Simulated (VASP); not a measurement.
Set up this calculation in VASP 6.6.1, as the native input.

```yaml
Task: single point
Functional: PBEsol
Potentials_or_basis: VASP PAW PBE potentials, release 64 (Ru_pv, Te)
Cutoff: 520 eV
k_mesh: 6 × 6 × 5
Occupations: gaussian, width 0.05 eV
Spin: collinear spin, ferromagnetic start
Starting_moments: "[1.0, 0.0] μB"
Hubbard_terms: Ru d U = 4 eV
Further_INCAR_settings: ALGO = Normal; EDIFF = 1e-06; NBANDS = 21
```

The structure of TeRu lies in POSCAR:

```
TeRu
1.0
    3.7950828900      0.0000000000      0.0000000000
   -1.8975414500      3.2866381900      0.0000000000
    0.0000000000      0.0000000000      3.7038128800
Ru Te
1 1
Direct
    0.0000000000      0.0000000000      0.0000000000
    0.6666666667      0.3333333333      0.5000000000
```

The cell comes from a database or a generator and needn't be the stable form of this composition.

These files were run (other wordings do the same):

INCAR

```
PREC = Accurate ; ENCUT = 520
EDIFF = 1E-6 ; ISMEAR = 0
SIGMA = 0.05 ; LREAL = False
LASPH = True ; NELM = 80
ALGO = Normal ; ISIF = 2
LWAVE = False ; LCHARG = True
ISPIN = 2 ; MAGMOM = 1 0
LORBIT = 11 ; LMAXMIX = 4
LDAU = True ; LDAUTYPE = 2
LDAUL = 2 -1 ; LDAUU = 4 0
LDAUJ = 0 0 ; LDAUPRINT = 1
GGA = PS ; LELF = True
LVHAR = True ; NBANDS = 21
```

KPOINTS

```
Automatic mesh
0
Gamma
  6 6 5
```

Potentials or basis: VASP PAW PBE potentials, release 64 (Ru_pv, Te).

Run with:

```bash
$ cat potpaw_PBE.64/Ru_pv/POTCAR potpaw_PBE.64/Te/POTCAR > POTCAR
$ mpirun -np 1 vasp_std > vasp.out
```

Results of the run:

The pressure is -9.5 GPa, the band gap on the k mesh is none (metal or under the smearing width) and the net moment is 2.32 μB per cell. The site moments are Ru +2.23; Te +0.04 μB and the valence electrons inside the program's atomic spheres are Ru 12.40; Te 3.32.

Caveat: the PAW data sets were made with another functional, which shifts forces and pressure a little; the U is typed as a test and isn't derived for this compound.

Wall time 28 s on 1 thread of Intel(R) Xeon(R) Platinum 8488C (Sapphire Rapids), on a shared host, peak memory 0.18 GiB.
